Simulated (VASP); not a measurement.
VASP input:

INCAR:
```
# general
SYSTEM  = Si
PREC    = Accurate
ENCUT   = 480
LREAL   = F
LASPH   = T

# electronic loop
EDIFF   = 1E-6
NELM    = 100
ALGO    = Normal
LMIXTAU = T

# smearing
ISMEAR  = 0
SIGMA   = 0.05

# functional
METAGGA = R2SCAN

# ions
IBRION  = 2
NSW     = 60
ISIF    = 3
EDIFFG  = -0.01

# output
LWAVE   = F
LCHARG  = F
```

POSCAR:
```
Si
1.0
  0.0000000000   2.7155000000   2.7155000000
  2.7155000000   0.0000000000   2.7155000000
  2.7155000000   2.7155000000   0.0000000000
Si
2
Cartesian
  2.7155000000   2.7155000000   2.7155000000
  4.0732500000   4.0732500000   4.0732500000
```

### KPOINTS
```
K-points
0
G
8 8 8
0 0 0
```

POTCAR, in this order: Si (PBE.64 set). Program: vasp_std.

Write an equivalent input for Ansatz.

One equivalent input (not run):
Ansatz 0.2 input:
```yaml
crystal:
  lattice:
    - [0.0000000, 2.7155000, 2.7155000]
    - [2.7155000, 0.0000000, 2.7155000]
    - [2.7155000, 2.7155000, 0.0000000]
  atoms:
    - { symbol: Si, position: [0.5000000, 0.5000000, 0.5000000] }
    - { symbol: Si, position: [0.7500000, 0.7500000, 0.7500000] }
kpoints:
  mp_grid: { grid: [8, 8, 8] }
hamiltonian:
  xc: r2scan
  pseudopotentials: { kind: paw }
scf:
  occupations: { method: gaussian, width: 0.05 }
  max_iter: 100
relax:
  max_steps: 60
  f_tol: 0.01
  cell: {}
output: { forces: true, stress: true, eigenvalues: true }
```
What does not carry over: each code has its own PAW files, so the cut-off isn't converted (ENCUT is set for VASP's; basis.ecutwfc is left out, and Ansatz then takes the one that its files recommend); Ansatz stops its SCF on the density residual and VASP on the energy change (EDIFF).

The compound is Si in the diamond structure. This run relaxes it. Symmetry was kept, so distortions that lower it aren't found.
